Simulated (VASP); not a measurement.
Given:

```
VS2
1.0
    3.10089     0.00000     0.00000
   -1.55044     2.68545     0.00000
    0.00000     0.00000     5.52674
V S
1 2
Direct
  0.00000   0.00000   0.00000
  0.66667   0.33333   0.73672
  0.33333   0.66667   0.26328
```

The numbers are results of LDA (Ceperley-Alder, Perdew-Zunger), VASP's LDA PAW potentials (set 64) (plane waves; VASP), not measurements. Run with 400 eV cut-off, Gaussian smearing of 0.050 eV, potentials V_sv S.

### Question
Give the energies of bands 7 to 15 at the high-symmetry points, in eV from the Fermi level.

### Answer

```csv
band,Γ,M,K,A,L,H
7,-6.94,-6.70,-5.45,-4.75,-6.68,-5.52
8,-2.91,-4.92,-5.29,-3.79,-5.90,-5.52
9,-2.91,-3.83,-5.29,-2.86,-3.87,-4.77
10,-0.32,-3.51,-3.36,-2.86,-3.24,-4.22
11,-0.23,-3.01,-3.36,-0.16,-1.56,-2.91
12,-0.14,-1.52,-3.19,-0.16,-1.25,-2.91
13,-0.14,-0.65,1.00,0.42,-0.99,0.73
14,0.69,1.11,1.41,0.42,1.10,0.73
15,0.69,1.70,1.41,0.94,1.70,1.02
```

It has no gap at this level: it comes out as a metal or semimetal.

The structure comes from a computed database's VS2 entry (P-3m1); how it stands against other phases isn't given here. It was relaxed first, which changed the volume by -16 %. The run is not spin-polarised, so no magnetic state was tried. The electron count is odd and the run is not spin-polarised, which forces a metal.
